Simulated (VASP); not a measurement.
```xyz
2
Lattice="0.0000 2.9600 2.9600 2.9600 0.0000 2.9600 2.9600 2.9600 0.0000" Properties=species:S:1:pos:R:3 pbc="T T T"
Ca     0.0000     0.0000     0.0000
Se     2.9600     2.9600     2.9600
```

These are G0W0 on PBE orbitals, VASP's PBE PAW potentials (set 64) (plane waves; VASP 6.6.1) values and carry that method's errors. Run with PREC = Normal, 500 eV cut-off, 4×4×4 Γ-centred mesh, Gaussian smearing of 0.010 eV, potentials Ca_sv_GW Se_GW.

The mesh is coarse and the basis finite, so the quasiparticle values are not converged.

NBANDS = 320, ENCUTGW = 300 eV, NOMEGA = 64. The PBE levels (eV) that the step starts from are:

```json
[
 {"state": "k1 (0.00, 0.00, 0.00), band 5", "KS energy": "-8.13", "filling": "2"},
 {"state": "k1 (0.00, 0.00, 0.00), band 6", "KS energy": "3.66", "filling": "2"},
 {"state": "k1 (0.00, 0.00, 0.00), band 7", "KS energy": "3.66", "filling": "2"},
 {"state": "k1 (0.00, 0.00, 0.00), band 8", "KS energy": "3.66", "filling": "2"},
 {"state": "k1 (0.00, 0.00, 0.00), band 9", "KS energy": "6.98", "filling": "0"},
 {"state": "k1 (0.00, 0.00, 0.00), band 10", "KS energy": "7.36", "filling": "0"},
 {"state": "k1 (0.00, 0.00, 0.00), band 11", "KS energy": "7.36", "filling": "0"},
 {"state": "k1 (0.00, 0.00, 0.00), band 12", "KS energy": "7.36", "filling": "0"},
 {"state": "k5 (0.50, 0.25, 0.00), band 5", "KS energy": "-7.49", "filling": "2"},
 {"state": "k5 (0.50, 0.25, 0.00), band 6", "KS energy": "1.02", "filling": "2"},
 {"state": "k5 (0.50, 0.25, 0.00), band 7", "KS energy": "2.06", "filling": "2"},
 {"state": "k5 (0.50, 0.25, 0.00), band 8", "KS energy": "2.59", "filling": "2"},
 {"state": "k5 (0.50, 0.25, 0.00), band 9", "KS energy": "7.05", "filling": "0"},
 {"state": "k5 (0.50, 0.25, 0.00), band 10", "KS energy": "9.29", "filling": "0"},
 {"state": "k5 (0.50, 0.25, 0.00), band 11", "KS energy": "9.33", "filling": "0"},
 {"state": "k5 (0.50, 0.25, 0.00), band 12", "KS energy": "9.55", "filling": "0"},
 {"state": "k6 (-0.25, 0.25, 0.00), band 5", "KS energy": "-7.53", "filling": "2"},
 {"state": "k6 (-0.25, 0.25, 0.00), band 6", "KS energy": "1.02", "filling": "2"},
 {"state": "k6 (-0.25, 0.25, 0.00), band 7", "KS energy": "2.16", "filling": "2"},
 {"state": "k6 (-0.25, 0.25, 0.00), band 8", "KS energy": "2.53", "filling": "2"},
 {"state": "k6 (-0.25, 0.25, 0.00), band 9", "KS energy": "8.40", "filling": "0"},
 {"state": "k6 (-0.25, 0.25, 0.00), band 10", "KS energy": "8.51", "filling": "0"},
 {"state": "k6 (-0.25, 0.25, 0.00), band 11", "KS energy": "8.64", "filling": "0"},
 {"state": "k6 (-0.25, 0.25, 0.00), band 12", "KS energy": "9.05", "filling": "0"}
]
```

Problem. Give the quasiparticle energies and renormalisation factors Z.

Solution. 
```tsv
state	QP energy (eV)	Z
k1 (0.00, 0.00, 0.00), band 5	-9.16	0.69
k1 (0.00, 0.00, 0.00), band 6	2.57	0.77
k1 (0.00, 0.00, 0.00), band 7	2.57	0.77
k1 (0.00, 0.00, 0.00), band 8	2.57	0.77
k1 (0.00, 0.00, 0.00), band 9	7.25	0.79
k1 (0.00, 0.00, 0.00), band 10	8.48	0.76
k1 (0.00, 0.00, 0.00), band 11	8.48	0.76
k1 (0.00, 0.00, 0.00), band 12	8.48	0.76
k5 (0.50, 0.25, 0.00), band 5	-8.48	0.69
k5 (0.50, 0.25, 0.00), band 6	-0.16	0.74
k5 (0.50, 0.25, 0.00), band 7	0.96	0.75
k5 (0.50, 0.25, 0.00), band 8	1.52	0.76
k5 (0.50, 0.25, 0.00), band 9	7.87	0.77
k5 (0.50, 0.25, 0.00), band 10	10.77	0.73
k5 (0.50, 0.25, 0.00), band 11	11.04	0.73
k5 (0.50, 0.25, 0.00), band 12	11.09	0.73
k6 (-0.25, 0.25, 0.00), band 5	-8.52	0.68
k6 (-0.25, 0.25, 0.00), band 6	-0.12	0.74
k6 (-0.25, 0.25, 0.00), band 7	1.04	0.76
k6 (-0.25, 0.25, 0.00), band 8	1.52	0.75
k6 (-0.25, 0.25, 0.00), band 9	9.46	0.75
k6 (-0.25, 0.25, 0.00), band 10	9.94	0.74
k6 (-0.25, 0.25, 0.00), band 11	9.95	0.76
k6 (-0.25, 0.25, 0.00), band 12	10.42	0.74
```
On the mesh the gap opens from 2.03 to 3.78 eV.

The compound is CaSe in the rock salt structure. The cell was not relaxed at this level. The k-mesh is coarse (spacing up to 0.46 per Å, 2π included), so the numbers may not be converged in it.
